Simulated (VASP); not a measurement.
An input for Ansatz (written as the equivalent of a VASP run, and not itself run):

Ansatz 0.2 input:
```yaml
crystal:
  lattice:
    - [-2.7905982, 2.7905982, 1.5130985]
    - [2.7905982, -2.7905982, 1.5130985]
    - [2.7905982, 2.7905982, -1.5130985]
  atoms:
    - { symbol: Sn, position: [0.2500000, 0.7500000, 0.5000000] }
    - { symbol: Sn, position: [0.0000000, 0.0000000, 0.0000000] }
kpoints:
  mp_grid: { grid: [14, 14, 14] }
hamiltonian:
  xc: pbesol
  pseudopotentials: { kind: paw }
scf:
  occupations: { method: methfessel_paxton, width: 0.1 }
  max_iter: 100
relax:
  max_steps: 40
  f_tol: 0.02
  cell: { p_target: 20 }
output: { forces: true, stress: true, eigenvalues: true }
```

### Question
Write the VASP files for the same calculation (PBEsol).

### Answer
This is not unique; one that fits is 
File KPOINTS:
```
Automatic mesh
0
Gamma
14 14 14
0 0 0
```

POSCAR:
```
Sn
1
   -2.7905982276     2.7905982276     1.5130984878
    2.7905982276    -2.7905982276     1.5130984878
    2.7905982276     2.7905982276    -1.5130984878
Sn
2
Direct
  0.2500000000   0.7500000000   0.5000000000
  0.0000000000   0.0000000000   0.0000000000
```

**INCAR**
```
EDIFFG=-0.02
PSTRESS=200
LREAL=.False.
LWAVE=.False.
ISMEAR=1   ! Methfessel-Paxton
PREC=Accurate
ENCUT=500   ! plane-wave cut-off (eV)
LASPH=.True.
LCHARG=.False.
GGA=PS
SIGMA=0.1   ! width (eV)
SYSTEM=Sn
EDIFF=1E-6   ! SCF stop (eV)
ISIF=3
LMAXMIX=4
NELM=100
NSW=40
ALGO=Normal
IBRION=2
```

POTCAR, in this order: Sn_d (PBE.64 set). Program: vasp_std.

What does not carry over: each code has its own PAW files, so the cut-off isn't converted (ENCUT is set for VASP's; basis.ecutwfc is left out, and Ansatz then takes the one that its files recommend); Ansatz stops its SCF on the density residual and VASP on the energy change (EDIFF).

The compound is Sn in the beta structure. This run relaxes it under an external pressure of 20 GPa. Symmetry was kept, so distortions that lower it aren't found.
